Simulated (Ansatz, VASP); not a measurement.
**TiAl47 (Ti in Al(100), 2x2) in two plane-wave programs**

One calculation is typed for both programs; each brings its own data sets. How far apart do they land? Of the first pair: The structure shown is the start of the Ansatz relaxation below; VASP solves that cell, so the two are compared at the walk's first step.

Main program and level: Ansatz 0.2.0; plane waves, with VASP 6.6.1 beside it; single point at PBE.

### Step 1. Set-up

The cell holds 48 atoms: 47 Al and 1 Ti. Its edges and angles: a = 5.725 Å, b = 5.725 Å, c = 24.288 Å, α = 90.0°, β = 90.0°, γ = 90.0°. It derives from Al, repeated 2×2×12. The structure's axis is c.

### Step 2. Ansatz: relaxation, PBE

Ansatz runs on its PAW soft_1 files.

The two programs are compared at the cell with which this relaxation starts, whose forces are those of its first step.

input.yaml

```yaml
crystal:
  lattice:
    - [5.7246940741, 0.0, 0.0]
    - [0.0, 5.7246940741, 0.0]
    - [0.0, 0.0, 24.28782]
  atoms:
    - { symbol: Al, position: [0.0, 0.0, 0.0416666667] }
    - { symbol: Al, position: [0.0, 0.5, 0.0416666667] }
    - { symbol: Al, position: [0.5, 0.0, 0.0416666667] }
    - { symbol: Al, position: [0.5, 0.5, 0.0416666667] }
    - { symbol: Al, position: [0.25, 0.25, 0.125] }
    - { symbol: Al, position: [0.25, 0.75, 0.125] }
    - { symbol: Al, position: [0.75, 0.25, 0.125] }
    - { symbol: Al, position: [0.75, 0.75, 0.125] }
    - { symbol: Al, position: [0.0, 0.0, 0.2083333333] }
    - { symbol: Al, position: [0.0, 0.5, 0.2083333333] }
    - { symbol: Al, position: [0.5, 0.0, 0.2083333333] }
    - { symbol: Al, position: [0.5, 0.5, 0.2083333333] }
    - { symbol: Al, position: [0.25, 0.25, 0.2916666667] }
    - { symbol: Al, position: [0.25, 0.75, 0.2916666667] }
    - { symbol: Al, position: [0.75, 0.25, 0.2916666667] }
    - { symbol: Al, position: [0.75, 0.75, 0.2916666667] }
    - { symbol: Al, position: [0.0, 0.0, 0.375] }
    - { symbol: Al, position: [0.0, 0.5, 0.375] }
    - { symbol: Al, position: [0.5, 0.0, 0.375] }
    - { symbol: Al, position: [0.5, 0.5, 0.375] }
    - { symbol: Al, position: [0.25, 0.25, 0.4583333333] }
    - { symbol: Al, position: [0.25, 0.75, 0.4583333333] }
    - { symbol: Al, position: [0.75, 0.25, 0.4583333333] }
    - { symbol: Al, position: [0.75, 0.75, 0.4583333333] }
    - { symbol: Ti, position: [0.0, 0.0, 0.5416666667] }
    - { symbol: Al, position: [0.0, 0.5, 0.5416666667] }
    - { symbol: Al, position: [0.5, 0.0, 0.5416666667] }
    - { symbol: Al, position: [0.5, 0.5, 0.5416666667] }
    - { symbol: Al, position: [0.25, 0.25, 0.625] }
    - { symbol: Al, position: [0.25, 0.75, 0.625] }
    - { symbol: Al, position: [0.75, 0.25, 0.625] }
    - { symbol: Al, position: [0.75, 0.75, 0.625] }
    - { symbol: Al, position: [0.0, 0.0, 0.7083333333] }
    - { symbol: Al, position: [0.0, 0.5, 0.7083333333] }
    - { symbol: Al, position: [0.5, 0.0, 0.7083333333] }
    - { symbol: Al, position: [0.5, 0.5, 0.7083333333] }
    - { symbol: Al, position: [0.25, 0.25, 0.7916666667] }
    - { symbol: Al, position: [0.25, 0.75, 0.7916666667] }
    - { symbol: Al, position: [0.75, 0.25, 0.7916666667] }
    - { symbol: Al, position: [0.75, 0.75, 0.7916666667] }
    - { symbol: Al, position: [0.0, 0.0, 0.875] }
    - { symbol: Al, position: [0.0, 0.5, 0.875] }
    - { symbol: Al, position: [0.5, 0.0, 0.875] }
    - { symbol: Al, position: [0.5, 0.5, 0.875] }
    - { symbol: Al, position: [0.25, 0.25, 0.9583333333] }
    - { symbol: Al, position: [0.25, 0.75, 0.9583333333] }
    - { symbol: Al, position: [0.75, 0.25, 0.9583333333] }
    - { symbol: Al, position: [0.75, 0.75, 0.9583333333] }
kpoints:
  mp_grid: { grid: [4, 4, 1] }
hamiltonian:
  xc: pbe
  pseudopotentials: { kind: paw, azcp: { folder: soft_1 } }
scf:
  occupations: { method: fermi_dirac, width: 0.1 }
relax:
  f_tol: 0.03
  max_steps: 40
  constraints:
    - { sites: [0, 1, 2, 3, 4, 5, 6, 7, 8, 9, 10, 11, 36, 37, 38, 39, 40, 41, 42, 43, 44, 45, 46, 47] }
```

Command:

```
ansatz run input.yaml --threads 4 --pin off --max-ram 15360MiB --backend cpu --events-out ev --progress --plain --runs-dir out
```

Numbers of over 12 decimals in the logs are rounded to 6 here.

Output:

```text
Warning: crystal.symmetry: narrowed to the stabiliser of the relax constraints — unitary ops 16 → 8; lowered at sites 12, 13, 14, 15, 36, 37, 38, 39 (the operations that carried what is held of a site onto what its image site leaves free; the constrained walk keeps no symmetry that its constraints do not admit)
Engine: ansatz 0.2.0, x86_64-unknown-linux-gnu
Pseudopotentials: kind: paw
Pseudopotential: Al, paw, valence charge 3, recommended cutoff 420 eV (normal), soft_1/Al.paw.azcp
Pseudopotential: Ti, paw, valence charge 12, recommended cutoff 420 eV (normal), soft_1/Ti.paw.azcp
Functional definition: PBE
  parameter kappa = 0.804
  parameter beta = 0.066725
  exchange = pbe_x(kappa = kappa, mu = beta*pi^2/3)
  correlation = pbe_c(beta = beta)
Crystal: 48 atoms, lattice volume = 795.963 Å³
Basis set: ecut = 420 eV, 15629 PW (Γ), exchange–correlation on 80×80×360 points (8 copies of the dense FFT grid, shifted against one another)
Bands: 125, of which v1, the nominal top of the filled ones, is band 77 counted from 1 (76 counted from 0)
Symmetry: 8 space group operations
k-points: 6 of 16
Non-local potential: Al, projectors of the file, l = 0: 2, l = 1: 2, l = 2: 1
Non-local potential: Ti, projectors of the file, l = 0: 3, l = 1: 2, l = 2: 3, l = 3: 1
PAW form: soft (Blöchl's): semilocal exchange-correlation on the pseudo side does not see the compensation charge
PAW one-centre angular grid: Al, 110 points (default); XC on 64 Gauss nodes
PAW one-centre angular grid: Ti, 590 points (default); XC on 64 Gauss nodes
Initial density: superposition of atomic densities (chi_scale 0.1, normalization cell, long waves kept (reshape's long-wave potential 0.12 eV rms))
Initial wavefunctions: pseudopotential atomic-orbital guess
Functional: x = pbe(κ = 0.804, μ = 0.219515), c = pbe(β = 0.066725)
SCF iter   1: F=—  HF=-27766.555646 eV  |F-HF|=—  |Δ(HF+E_count)|=         —  Δρ=3.31e-2  dr2=7.96e1  ethr=3.10e-3  ⟨swp⟩=6.5  Hψ=3480  notcnv=0  defer=13
preconditioner: auto → Kerker (q_TF=auto, 2.073 Å⁻¹)  [metal: Δε(μ)=0.015 eV  Ē_g=6.524 eV  σ=0.100 eV  W_gap=0.04  n_scr=112 (ndim 8)  ℏωp=15.8 eV  f_vac=0.000  D(μ)=24.64/eV (n_scr^D=166)]
SCF iter   2: F=—  HF=-27764.959132 eV  |F-HF|=—  |Δ(HF+E_count)|=    1.60e0  Δρ=1.97e-2  dr2=2.51e1  ethr=3.10e-3  ⟨swp⟩=1.5  Hψ=881  notcnv=0  defer=21
SCF iter   3: F=—  HF=-27763.600792 eV  |F-HF|=—  |Δ(HF+E_count)|=    1.36e0  Δρ=2.61e-3  dr2=7.66e-2  ethr=3.10e-3  ⟨swp⟩=2.0  Hψ=857  notcnv=0  defer=21
SCF iter   4: F=—  HF=-27763.581521 eV  |F-HF|=—  |Δ(HF+E_count)|=   1.93e-2  Δρ=4.44e-4  dr2=2.98e-3  ethr=5.01e-5  ⟨swp⟩=2.7  Hψ=1003  notcnv=0  defer=61
SCF iter   5: F=—  HF=-27763.580886 eV  |F-HF|=—  |Δ(HF+E_count)|=   6.35e-4  Δρ=1.01e-4  dr2=5.00e-4  ethr=1.94e-6  ⟨swp⟩=1.8  Hψ=917  notcnv=0  defer=62
SCF iter   6: F=—  HF=-27763.580863 eV  |F-HF|=—  |Δ(HF+E_count)|=   2.30e-5  Δρ=4.28e-5  dr2=3.80e-5  ethr=3.27e-7  ⟨swp⟩=1.2  Hψ=713  notcnv=0  defer=62
SCF iter   7: F=-27763.580858 eV  HF=-27763.580861 eV  |F-HF|=2.26e-6  |Δ(HF+E_count)|=   2.03e-6  Δρ=1.28e-5  dr2=2.46e-6  ethr=1.47e-8  ⟨swp⟩=3.0  Hψ=1706  notcnv=0
SCF 1 converged in 7 iterations: F = -27763.580858 eV  dr2 = 2.46e-6
  greatest PAW one-centre occupation: 0.999 electrons in one spin orbital (limit 2), on the Ti atom at site 24 (counted from 0), in its partial waves of l = 0
relax step   1: F+E_penalty+E_count = -27763.58085839 eV  Δ(F+E_penalty+E_count) = +0.000e0 eV  max|allowed force component| = 7.535e-2 eV/Å  Δτ_max = 0.0000 Å  (7 SCF iters, dr2 threshold 2.25e-5 eV, accepted)
Initial density: handed on by an earlier stage of this run
Initial wavefunctions: those handed on with the density
iter 1 solved again at ethr=1.78e-4 eV; its pass at ethr=3.10e-3 eV (dr2=2.72e-1 eV) is discarded
SCF iter   1: F=—  HF=-27763.595903 eV  |F-HF|=—  |Δ(HF+E_count)|=         —  Δρ=1.92e-3  dr2=2.80e-1  ethr=1.78e-4  ⟨swp⟩=1.0  Hψ=1980  notcnv=0  defer=61
preconditioner: auto → Kerker (q_TF=auto, 2.073 Å⁻¹)  [metal: Δε(μ)=0.025 eV  Ē_g=6.536 eV  σ=0.100 eV  W_gap=0.06  n_scr=112 (ndim 8)  ℏωp=15.8 eV  f_vac=0.000  D(μ)=23.36/eV (n_scr^D=148)]
SCF iter   2: F=—  HF=-27763.589457 eV  |F-HF|=—  |Δ(HF+E_count)|=   6.45e-3  Δρ=1.00e-3  dr2=7.91e-2  ethr=1.78e-4  ⟨swp⟩=1.0  Hψ=689  notcnv=0  defer=61
SCF iter   3: F=—  HF=-27763.586859 eV  |F-HF|=—  |Δ(HF+E_count)|=   2.60e-3  Δρ=6.89e-5  dr2=1.22e-4  ethr=5.17e-5  ⟨swp⟩=1.0  Hψ=689  notcnv=0  defer=61
SCF iter   4: F=—  HF=-27763.586874 eV  |F-HF|=—  |Δ(HF+E_count)|=   1.57e-5  Δρ=1.31e-5  dr2=4.82e-6  ethr=7.95e-8  ⟨swp⟩=2.5  Hψ=1031  notcnv=0  defer=61
SCF iter   5: F=—  HF=-27763.586778 eV  |F-HF|=—  |Δ(HF+E_count)|=   9.57e-5  Δρ=3.51e-6  dr2=9.42e-8  ethr=3.15e-9  ⟨swp⟩=2.3  Hψ=1189  notcnv=0  defer=61
SCF iter   6: F=-27763.586778 eV  HF=-27763.586778 eV  |F-HF|=3.40e-9  |Δ(HF+E_count)|=   4.38e-9  Δρ=8.45e-7  dr2=5.11e-9  ethr=6.16e-11  ⟨swp⟩=1.2  Hψ=1976  notcnv=0
SCF 2 converged in 6 iterations: F = -27763.586778 eV  dr2 = 5.11e-9
relax step   2: F+E_penalty+E_count = -27763.58677845 eV  Δ(F+E_penalty+E_count) = -5.920e-3 eV  max|allowed force component| = 2.370e-2 eV/Å  Δτ_max = 0.0282 Å  (6 SCF iters, accepted)
SCF converged after 6 iterations
Free energy (F): -27763.586778 eV
Harris-Foulkes:  -27763.586778 eV  (|F-HF|=3.40e-9)
Internal energy: -27762.835815 eV  (E = F + TS)
E sigma→0 (E₀):  -27763.211297 eV
Entropy (-TS):   -0.750963 eV (-15.645 meV/atom)
Fermi energy:    7.917069 eV
--- Per-component energies (eV) ---
  E_band       = 284.152763
  E_kinetic    = 1335.536715
  E_local      = -1766.669195  (includes V_loc(G=0)·N_el)
  E_nonlocal   = 530.573403
  E_hartree    = 1018.273515
  E_xc         = -1885.639330
  E_vxc        = -1514.093490  (∫ρ·V_xc dr)
  E_paw        = -23104.151059  (= ΣΔE_a)
  E_vpaw       = -337.739519  (= ΣTr[D̂ρ^β])
  E_aug_tail   = -0.000189  (compensation charges beyond the density's cutoff)
  E_ewald      = -3890.759675
  E_smearing   = -0.750963  (= −TS)
  E_closure    = 0.000000  (closes the sum)
  Σ components = -27763.586778   (vs F -27763.586778, Δ=0.00e0)
--- Forces (eV/Å), atoms counted from 1 ---
  atom   1  Al     0.00000000     0.00000000     0.00415788
  atom   2  Al    -0.00000000     0.00000000     0.00535208
  atom   3  Al     0.00000000     0.00000000     0.00535208
  atom   4  Al     0.00000000     0.00000000     0.00517730
  atom   5  Al    -0.04273700    -0.04273700    -0.00025927
  atom   6  Al    -0.04273700     0.04273700    -0.00025927
  atom   7  Al     0.04273700    -0.04273700    -0.00025927
  atom   8  Al     0.04273700     0.04273700    -0.00025927
  atom   9  Al     0.00000000     0.00000000    -0.06906791
  atom  10  Al    -0.00000000     0.00000000     0.03710560
  atom  11  Al    -0.00000000     0.00000000     0.03710560
  atom  12  Al     0.00000000     0.00000000     0.06753720
  atom  13  Al     0.00327901     0.00327901    -0.00689737
  atom  14  Al     0.00327901    -0.00327901    -0.00689737
  atom  15  Al    -0.00327901     0.00327901    -0.00689737
  atom  16  Al    -0.00327901    -0.00327901    -0.00689737
  atom  17  Al     0.00000000     0.00000000     0.00022019
  atom  18  Al     0.00000000     0.00000000     0.00342053
  atom  19  Al    -0.00000000     0.00000000     0.00342053
  atom  20  Al    -0.00000000     0.00000000    -0.00907202
  atom  21  Al     0.01902245     0.01902245    -0.02369843
  atom  22  Al     0.01902245    -0.01902245    -0.02369843
  atom  23  Al    -0.01902245     0.01902245    -0.02369843
  atom  24  Al    -0.01902245    -0.01902245    -0.02369843
[...]
atom  41  Al     0.00000000     0.00000000     0.08023237
  atom  42  Al    -0.00000000     0.00000000    -0.00372037
  atom  43  Al    -0.00000000     0.00000000    -0.00372037
  atom  44  Al     0.00000000     0.00000000    -0.01583993
  atom  45  Al    -0.04369842    -0.04369842    -0.00021518
  atom  46  Al    -0.04369842     0.04369842    -0.00021518
  atom  47  Al     0.04369842    -0.04369842    -0.00021518
  atom  48  Al     0.04369842     0.04369842    -0.00021518
  max |Σ_I F_I| component: 1.53e-5 eV/Å
--- Relaxed structure (2 steps of the walk, 2 accepted, 0 SCFs on fresh bases) ---
  F+E_penalty+E_count = -27763.58677845 eV   max|allowed force component| = 2.370e-2 eV/Å
  atoms:
    - { symbol: Al, position: [0.0, 0.0, 0.041667] }
    - { symbol: Al, position: [0.0, 0.500000, 0.041667] }
    - { symbol: Al, position: [0.500000, 0.0, 0.041667] }
    - { symbol: Al, position: [0.500000, 0.500000, 0.041667] }
    - { symbol: Al, position: [0.250000, 0.250000, 0.125000] }
    - { symbol: Al, position: [0.250000, 0.750000, 0.125000] }
    - { symbol: Al, position: [0.750000, 0.250000, 0.125000] }
    - { symbol: Al, position: [0.750000, 0.750000, 0.125000] }
    - { symbol: Al, position: [0.0, 0.0, 0.208333] }
    - { symbol: Al, position: [0.0, 0.500000, 0.208333] }
    - { symbol: Al, position: [0.500000, 0.0, 0.208333] }
    - { symbol: Al, position: [0.500000, 0.500000, 0.208333] }
    - { symbol: Al, position: [0.248909, 0.248909, 0.292261] }
    - { symbol: Al, position: [0.248909, 0.751091, 0.292261] }
    - { symbol: Al, position: [0.751091, 0.248909, 0.292261] }
    - { symbol: Al, position: [0.751091, 0.751091, 0.292261] }
    - { symbol: Al, position: [0, 0.0, 0.375869] }
    - { symbol: Al, position: [0, 0.500000, 0.375767] }
    - { symbol: Al, position: [0.500000, 0.0, 0.375767] }
    - { symbol: Al, position: [0.500000, 0.500000, 0.375071] }
    - { symbol: Al, position: [0.249370, 0.249370, 0.459474] }
    - { symbol: Al, position: [0.249370, 0.750630, 0.459474] }
    - { symbol: Al, position: [0.750630, 0.249370, 0.459474] }
    - { symbol: Al, position: [0.750630, 0.750630, 0.459474] }
    - { symbol: Ti, position: [0, 0.0, 0.541899] }
[...]
- { symbol: Al, position: [0.0, 0.0, 0.875000] }
    - { symbol: Al, position: [0.0, 0.500000, 0.875000] }
    - { symbol: Al, position: [0.500000, 0.0, 0.875000] }
    - { symbol: Al, position: [0.500000, 0.500000, 0.875000] }
    - { symbol: Al, position: [0.250000, 0.250000, 0.958333] }
    - { symbol: Al, position: [0.250000, 0.750000, 0.958333] }
    - { symbol: Al, position: [0.750000, 0.250000, 0.958333] }
    - { symbol: Al, position: [0.750000, 0.750000, 0.958333] }
```

Reading the cycles: dr2 is the Hartree energy of the density residual (eV), the measure of convergence; HF is the Harris–Foulkes estimate of the energy, which meets the free energy F at convergence.

(Continued in part 2 of 2.)

[Lines on the potential files, build, host, timing and source positions are cut from VASP's logs without a mark.]

[Logs are printed without paths, hosts, clocks, repeated set-up lines and the standing remarks that a program may print on its own settings, such as how far it seeks lower states.]

[Hosts, paths, dates, database ids (printed as entryN), source tags and the programs' standing remarks are cut or masked in the printed files.]
